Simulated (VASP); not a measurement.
Crystal: Sc.

```xyz
2
Lattice="3.2786 0.0000 0.0000 -1.6393 2.8393 0.0000 0.0000 0.0000 5.0849" Properties=species:S:1:pos:R:3 pbc="T T T"
Sc    0.0000    1.8929    1.2712
Sc    1.6393    0.9464    3.8136
```

Base run:

```yaml
Program: VASP 6.6.1
Functional: r2SCAN
Potentials_or_basis: VASP PAW PBE potentials, release 64 (Sc_sv)
Cutoff: 520 eV
k_mesh: 15 × 15 × 8
Occupations: gaussian, width 0.1 eV
Spin: no spin polarisation
```

Its results: band gap on the k mesh none (metal or under the smearing width); pressure 3.3 GPa.

Problem. The run is repeated on the same cell with these changes: functional from r2SCAN to PBEsol; cutoff from 520 eV to 900 eV. What comes out?

Solution. Band gap on the k mesh none (metal or under the smearing width); pressure 0.0 GPa.

Caveats: the PAW data sets were made with another functional, which shifts forces and pressure a little.

Not every run made on this cell is shown here.
